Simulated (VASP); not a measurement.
Here is a VASP 6.6.1 calculation.

The input INCAR:

```
SYSTEM = Cu63W
PREC = Accurate
ENCUT = 350
EDIFF = 1E-6
ISMEAR = 1
SIGMA = 0.1
LREAL = .False.
LASPH = .True.
NELM = 100
ALGO = Normal
ISIF = 2
LWAVE = .False.
LCHARG = .False.
GGA = PE
IBRION = 2
NSW = 60
EDIFFG = -0.02
```

File KPOINTS:

```
Automatic mesh
0
Gamma
  3 3 3
  0 0 0
```

Contents of POSCAR:

```
Cu63W
1.0
    0.0000000000      7.2700000000      7.2700000000
    7.2700000000      0.0000000000      7.2700000000
    7.2700000000      7.2700000000      0.0000000000
W Cu
1 63
Direct
    0.0000000000      0.0000000000      0.0000000000
    0.0000000000      0.0000000000      0.2500000000
    0.0000000000      0.0000000000      0.5000000000
    0.0000000000      0.0000000000      0.7500000000
    0.0000000000      0.2500000000      0.0000000000
    0.0000000000      0.2500000000      0.2500000000
    0.0000000000      0.2500000000      0.5000000000
    0.0000000000      0.2500000000      0.7500000000
    0.0000000000      0.5000000000      0.0000000000
    0.0000000000      0.5000000000      0.2500000000
    0.0000000000      0.5000000000      0.5000000000
    0.0000000000      0.5000000000      0.7500000000
    0.0000000000      0.7500000000      0.0000000000
    0.0000000000      0.7500000000      0.2500000000
    0.0000000000      0.7500000000      0.5000000000
    0.0000000000      0.7500000000      0.7500000000
    0.2500000000      0.0000000000      0.0000000000
    0.2500000000      0.0000000000      0.2500000000
    0.2500000000      0.0000000000      0.5000000000
    0.2500000000      0.0000000000      0.7500000000
    0.2500000000      0.2500000000      0.0000000000
    0.2500000000      0.2500000000      0.2500000000
    0.2500000000      0.2500000000      0.5000000000
    0.2500000000      0.2500000000      0.7500000000
    0.2500000000      0.5000000000      0.0000000000
    0.2500000000      0.5000000000      0.2500000000
    0.2500000000      0.5000000000      0.5000000000
    0.2500000000      0.5000000000      0.7500000000
    0.2500000000      0.7500000000      0.0000000000
    0.2500000000      0.7500000000      0.2500000000
    0.2500000000      0.7500000000      0.5000000000
    0.2500000000      0.7500000000      0.7500000000
    0.5000000000      0.0000000000      0.0000000000
    0.5000000000      0.0000000000      0.2500000000
    0.5000000000      0.0000000000      0.5000000000
    0.5000000000      0.0000000000      0.7500000000
    0.5000000000      0.2500000000      0.0000000000
    0.5000000000      0.2500000000      0.2500000000
    0.5000000000      0.2500000000      0.5000000000
    0.5000000000      0.2500000000      0.7500000000
    0.5000000000      0.5000000000      0.0000000000
    0.5000000000      0.5000000000      0.2500000000
    0.5000000000      0.5000000000      0.5000000000
    0.5000000000      0.5000000000      0.7500000000
    0.5000000000      0.7500000000      0.0000000000
    0.5000000000      0.7500000000      0.2500000000
    0.5000000000      0.7500000000      0.5000000000
    0.5000000000      0.7500000000      0.7500000000
    0.7500000000      0.0000000000      0.0000000000
    0.7500000000      0.0000000000      0.2500000000
    0.7500000000      0.0000000000      0.5000000000
    0.7500000000      0.0000000000      0.7500000000
    0.7500000000      0.2500000000      0.0000000000
    0.7500000000      0.2500000000      0.2500000000
    0.7500000000      0.2500000000      0.5000000000
    0.7500000000      0.2500000000      0.7500000000
    0.7500000000      0.5000000000      0.0000000000
    0.7500000000      0.5000000000      0.2500000000
    0.7500000000      0.5000000000      0.5000000000
    0.7500000000      0.5000000000      0.7500000000
    0.7500000000      0.7500000000      0.0000000000
    0.7500000000      0.7500000000      0.2500000000
    0.7500000000      0.7500000000      0.5000000000
    0.7500000000      0.7500000000      0.7500000000
```

Potentials or basis: VASP PAW PBE potentials, release 64 (W_sv, Cu).

Command:

```sh
$ cat potpaw_PBE.64/W_sv/POTCAR potpaw_PBE.64/Cu/POTCAR > POTCAR
$ mpirun -np 1 vasp_std > vasp.out
```

(1) What does it give for the band gap on the k mesh?

(2) What does it give for the energy gained by relaxing?

Answers

(1) none (metal or under the smearing width).

(2) 0.9 meV/atom.
